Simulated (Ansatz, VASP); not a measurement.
# Cross-check of O between VASP and Ansatz

Wanted: the spread between two codes on one cell, functional and k mesh. The cell is taken from a series of runs on this material, whose earlier steps may have relaxed, scaled, displaced or heated it; both programs get it as it stands.

Program: Ansatz 0.2.0. Level of theory: plane waves, with VASP 6.6.1 beside it; zone-centre phonons at LDA. Results are calculated unless marked as measured.

## Step 1: Starting point

Symmetry: P2/c, No. 13, monoclinic system. Conventional cell: a = 3.988 Å, b = 3.913 Å, c = 2.944 Å, α = 90.00°, β = 111.52°, γ = 90.00°. O has 1 O at 1.20 Å nearest.

As a file:

```cif
data_structure
_symmetry_space_group_name_H-M 'P2/c'
_symmetry_Int_Tables_number 13
_cell_length_a 3.9881
_cell_length_b 3.9130
_cell_length_c 2.9436
_cell_angle_alpha 90.000
_cell_angle_beta 111.524
_cell_angle_gamma 90.000
_cell_volume 42.73
loop_
_atom_site_label
_atom_site_type_symbol
_atom_site_symmetry_multiplicity
_atom_site_Wyckoff_symbol
_atom_site_fract_x
_atom_site_fract_y
_atom_site_fract_z
_atom_site_occupancy
O1 O 4 g 0.33875 0.68515 0.66985 1
```

## Step 2: Ansatz: zone-centre phonons, LDA

Ansatz runs on its default PAW (the set named soft_2) files.

Second derivatives magnify differences that forces hide, and they need a tight electronic threshold.

input.yaml reads:

```yaml
crystal:
  lattice:
    - [3.9878374521, 0.0, -0.0441094123]
    - [0.0, 3.913003174, 0.0]
    - [-1.0496109756, 0.0, 2.7500878649]
  atoms:
    - { symbol: O, position: [0.3387530203, 0.6851494565, 0.6698472006] }
    - { symbol: O, position: [0.6612469797, 0.6851494565, 0.8301527994] }
    - { symbol: O, position: [0.6612469797, 0.3148505435, 0.3301527994] }
    - { symbol: O, position: [0.3387530203, 0.3148505435, 0.1698472006] }
kpoints:
  mp_grid: { grid: [8, 8, 10] }
hamiltonian:
  xc: lda
scf:
  occupations: { method: fixed }
output:
  eigenvalues: true
phonons:
  method: dfpt
  dielectric: true
  rigid_motions: translations
```

The run is started by

```sh
ansatz run input.yaml --threads 2 --pin off --max-ram 5120MiB --backend cpu --events-out ev --progress --plain --runs-dir out
```

Numbers of over 12 decimals in the logs are rounded to 6 here.

Output:

```text
Engine: ansatz 0.2.0, aarch64-unknown-linux-gnu
Pseudopotentials: kind: paw
Pseudopotential: O, paw, valence charge 6, recommended cutoff 420 eV (normal), O.paw.azcp
Functional definition: SPW92
  exchange = slater_x
  correlation = pw_c
Crystal: 4 atoms, lattice volume = 42.732 Å³
Basis set: ecut = 420 eV, 837 PW (Γ), exchange–correlation on 54×54×40 points (8 copies of the dense FFT grid, shifted against one another)
Bands: 16, of which v1, the nominal top of the filled ones, is band 12 counted from 1 (11 counted from 0)
Symmetry: 4 space group operations
k-points: 324 of 640 (irreducible under 1 space group operation, time reversal used)
Non-local potential: O, projectors of the file, l = 0: 2, l = 1: 2, l = 2: 1
PAW form: soft (Blöchl's): semilocal exchange-correlation on the pseudo side does not see the compensation charge
PAW frozen core: O, regenerated for the run's functional, and the local potential with it (the file was generated under x = pbe(κ = 0.804, μ = 0.219515), c = pbe(β = 0.066725))
PAW one-centre angular grid: O, 110 points (default); XC on 64 Gauss nodes
Initial density: superposition of atomic densities (neutral atoms: chi_scale 0, normalization atom), corrected by the library's trained network
Initial wavefunctions: pseudopotential atomic-orbital guess
Functional: x = slater, c = lda
SCF iter   1: F=—  HF=-2210.908355 eV  |F-HF|=—  |Δ(HF+E_count)|=         —  Δρ=2.62e-2  dr2=1.33e-1  ethr=1.77e-3  ⟨swp⟩=4.2  Hψ=22429  notcnv=0  defer=648
preconditioner: auto → none  [insulator: Δε(μ)=0.892 eV  Ē_g=16.169 eV  n_scr=12 (ndim 8)  ℏωp=27.8 eV  f_vac=0.085  ε∞_Penn≈4.0]
SCF iter   2: F=—  HF=-2210.860829 eV  |F-HF|=—  |Δ(HF+E_count)|=   4.75e-2  Δρ=7.56e-3  dr2=7.90e-3  ethr=5.55e-4  ⟨swp⟩=2.6  Hψ=11681  notcnv=0  defer=648
SCF iter   3: F=—  HF=-2210.858733 eV  |F-HF|=—  |Δ(HF+E_count)|=   2.10e-3  Δρ=2.38e-3  dr2=6.97e-4  ethr=3.29e-5  ⟨swp⟩=3.0  Hψ=9236  notcnv=0  defer=648
SCF iter   4: F=—  HF=-2210.858615 eV  |F-HF|=—  |Δ(HF+E_count)|=   1.18e-4  Δρ=2.54e-4  dr2=8.04e-6  ethr=2.90e-6  ⟨swp⟩=3.0  Hψ=9493  notcnv=0  defer=624
SCF iter   5: F=—  HF=-2210.858616 eV  |F-HF|=—  |Δ(HF+E_count)|=   6.02e-7  Δρ=4.75e-5  dr2=3.39e-7  ethr=3.35e-8  ⟨swp⟩=2.0  Hψ=7992  notcnv=0
SCF iter   6: F=—  HF=-2210.858616 eV  |F-HF|=—  |Δ(HF+E_count)|=   3.41e-7  Δρ=7.54e-6  dr2=1.08e-8  ethr=1.41e-9  ⟨swp⟩=2.2  Hψ=7899  notcnv=0
SCF iter   7: F=—  HF=-2210.858616 eV  |F-HF|=—  |Δ(HF+E_count)|=   2.70e-9  Δρ=1.10e-6  dr2=1.61e-10  ethr=4.48e-11  ⟨swp⟩=2.0  Hψ=7822  notcnv=0
SCF iter   8: F=-2210.858616 eV  HF=-2210.858616 eV  |F-HF|=2.73e-12  |Δ(HF+E_count)|=  6.09e-11  Δρ=2.01e-7  dr2=4.38e-12  ethr=1.00e-12  ⟨swp⟩=6.8  Hψ=27612  notcnv=0
SCF 1 converged in 8 iterations: F = -2210.858616 eV  dr2 = 4.38e-12
  greatest PAW one-centre occupation: 0.883 electrons in one spin orbital (limit 2), on the O atom at site 3 (counted from 0), in its partial waves of l = 0
NSCF: frozen V_eff on 2 k-points
DFPT response loops at Γ: preconditioner auto → Resta (q_TF=auto, 2.478 Å⁻¹)  ε∞=8.3 (no band partly filled); β = 1.00, the filter's whole step (`scf.mixing.beta` (0.50) is not read by the response loops at its default; to damp them type it under 1.00, their step now; it binds the ground state too); Broyden in place of MSR1
── the response to a field inside a basis, on 8×12×16 k-points: an SCF that follows is theirs, and a resumed run solves both again ──
Bands: 13, of which v1, the nominal top of the filled ones, is band 12 counted from 1 (11 counted from 0)
k-points: 384 of 1536
Initial density: handed on by an earlier stage of this run
Initial wavefunctions: pseudopotential atomic-orbital guess (no wavefunctions were taken with the density)
Eigensolver: Dense (384 Hₖ)
SCF iter   1: F=—  HF=-2210.879485 eV  |F-HF|=—  |Δ(HF+E_count)|=         —  Δρ=1.26e-3  dr2=9.55e-5  ethr=1.00e-1
preconditioner: auto → none  [insulator: Δε(μ)=1.003 eV  Ē_g=12.020 eV  n_scr=12 (ndim 8)  ℏωp=27.8 eV  f_vac=0.089  ε∞_Penn≈6.4]
SCF iter   2: F=—  HF=-2210.879465 eV  |F-HF|=—  |Δ(HF+E_count)|=   1.99e-5  Δρ=5.53e-4  dr2=1.77e-5  ethr=3.98e-7
SCF iter   3: F=—  HF=-2210.879467 eV  |F-HF|=—  |Δ(HF+E_count)|=   1.97e-6  Δρ=1.12e-4  dr2=9.40e-7  ethr=7.39e-8
SCF iter   4: F=-2210.879467 eV  HF=-2210.879467 eV  |F-HF|=1.61e-10  |Δ(HF+E_count)|=   6.27e-8  Δρ=9.29e-6  dr2=9.89e-9  ethr=3.92e-9
SCF 1 converged in 4 iterations: F = -2210.879467 eV  dr2 = 9.89e-9
DFPT response loops at Γ: preconditioner auto → Resta (q_TF=auto, 2.478 Å⁻¹)  ε∞=7.7 (no band partly filled); β = 1.00, the filter's whole step (`scf.mixing.beta` (0.50) is not read by the response loops at its default; to damp them type it under 1.00, their step now; it binds the ground state too); Broyden in place of MSR1
WARN: field response: ε∞ stands inside a basis, on 8×12×16 points; the force constants stand on the 8×8×10 k-mesh, whose period is 10.48 times the interband length at k = (-0.5000, -0.5000, 0.0000), direct gap 0.989 eV, under 14: take them and everything formed from them as unconverged, and compare with a denser kpoints.mp_grid
SCF converged after 8 iterations
Free energy (F): -2210.858616 eV
Harris-Foulkes:  -2210.858616 eV  (|F-HF|=2.73e-12)
Internal energy: -2210.858616 eV  (E = F + TS)
E sigma→0 (E₀):  -2210.858616 eV
Fermi energy:    2.410817 eV
--- Per-component energies (eV) ---
  E_band       = -187.818936
  E_kinetic    = 684.565793
  E_local      = -1784.147414  (includes V_loc(G=0)·N_el)
  E_nonlocal   = 200.965247
  E_hartree    = 608.395697
  E_xc         = -282.933909
  E_vxc        = -363.595889  (∫ρ·V_xc dr)
  E_paw        = -584.257019  (= ΣΔE_a)
  E_vpaw       = -142.407746  (= ΣTr[D̂ρ^β])
  E_aug_tail   = 0.009692  (compensation charges beyond the density's cutoff)
  E_ewald      = -1053.844390
  E_core_change = 0.387686  (= ΣΔE_core)
  E_smearing   = -0.000000  (= −TS)
  E_closure    = -0.000000  (closes the sum)
  Σ components = -2210.858616   (vs F -2210.858616, Δ=0.00e0)
--- Band table (eV; the first three rows and the last of 324) ---
  k-point 0: bands = [... 8 lower, -2.2441, -2.1722, 1.7253, 1.7616, 4.3982, 4.4632, 11.4387, 13.9275]
  k-point 1: bands = [... 8 lower, -2.3486, -2.1355, 1.6591, 1.7174, 4.3894, 4.4388, 11.6271, 13.7901]
  k-point 2: bands = [... 8 lower, -2.5905, -2.1034, 1.4465, 1.6838, 4.2166, 4.4888, 12.0343, 13.6437]
  k-point 323: bands = [... 8 lower, -1.8790, -1.8790, 0.7104, 0.7104, 4.8440, 4.8440, 12.5717, 12.5717]
--- Phonons (Γ-DFPT): 3 representative perturbations + reference, on 324 of 640 k-points (Σ response iterations 9) ---
  k mesh reduced under 1 symmetry operation, with k and −k counted as one. Each operation leaves every solved perturbation unchanged. A smaller set is not considered because the run solves the response to a homogeneous field
  ASR residual: 5.167e-5 → 0.000e0 eV/Å²; symmetrization residual: 1.619e-6 eV/Å²
  ASR residual per site (eV/Å²): 5.17e-5 5.17e-5 5.17e-5 5.17e-5
  Γ frequencies (cm⁻¹): 0.00 0.00 0.00 107.55 380.35 405.88 451.53 480.53 558.18 727.13 1378.26 1598.45
  ε∞ (high-frequency dielectric tensor):
        3.444910     0.000000    -2.747183
        0.000000     4.765887    -0.000000
       -2.747183    -0.000000     9.597681
  ε⁰ (static dielectric tensor: ions relaxed, cell fixed):
        3.525035     0.000000    -2.716466
        0.000000     5.126253    -0.000000
       -2.716466    -0.000000     9.609457
  ε⁰ − ε∞ (ionic part):
        0.080125     0.000000     0.030717
        0.000000     0.360367     0.000000
        0.030717     0.000000     0.011776
  softest optical mode at Γ: 107.55 cm⁻¹; the repairs (sum rule, projections) moved no ω² at Γ by more than (1.24 cm⁻¹)²
  Born effective charges Z* (e; rows j = field, columns β = displacement):
    site 0:
         0.00000    0.25351    0.00000
         1.44073   -0.00000    0.54962
        -0.00000    0.09718    0.00000
    site 1:
        -0.00000   -0.25351   -0.00000
        -1.44073    0.00000   -0.54962
         0.00000   -0.09718   -0.00000
    site 2:
         0.00000    0.25351    0.00000
         1.44073   -0.00000    0.54962
        -0.00000    0.09718    0.00000
    site 3:
        -0.00000   -0.25351   -0.00000
        -1.44073    0.00000   -0.54962
         0.00000   -0.09718   -0.00000
  Z* charge neutrality: 3.376e-3 e pre-enforcement
  solved inside a basis spanned on kpoints, on 8×12×16 k-points, its susceptibility summed on 8×14×20: ε∞ is read to err by 3.7e-2, Z* by 9.8e-3 e (field_mesh: kpoints solves on kpoints); Z* is corrected for what the basis lacks
  optical modes at Γ without the LO–TO term, one row a degenerate level:
      ω (cm⁻¹)  modes    IR ((D/Å)²/amu)
        107.55      1             0.0000
        380.35      1             0.0000
        405.88      1             0.0000
[...]
optical modes at Γ + LO–TO along q̂ = [1.0000, 0.0000, 0.0000]:
      ω (cm⁻¹)  modes    IR ((D/Å)²/amu)
[...]
optical modes at Γ + LO–TO along q̂ = [0.0000, 1.0000, 0.0000]:
      ω (cm⁻¹)  modes    IR ((D/Å)²/amu)
[...]
optical modes at Γ + LO–TO along q̂ = [0.0000, 0.0000, 1.0000]:
      ω (cm⁻¹)  modes    IR ((D/Å)²/amu)
[...]
380.35      1             0.0000
        405.88      1             0.0000
        451.53      1             0.0000
        480.82      1             0.4252
        558.18      1             0.0000
        727.13      1             0.0000
       1378.26      1            13.7152
       1598.45      1             0.0000
```

[end of part 1 of 3]

[Lines on the potential files, build, host, timing and source positions are cut from VASP's logs without a mark.]

[Logs are printed without paths, hosts, clocks, repeated set-up lines and the standing remarks that a program may print on its own settings, such as how far it seeks lower states.]

[Hosts, paths, dates, database ids (printed as entryN), source tags and the programs' standing remarks are cut or masked in the printed files.]
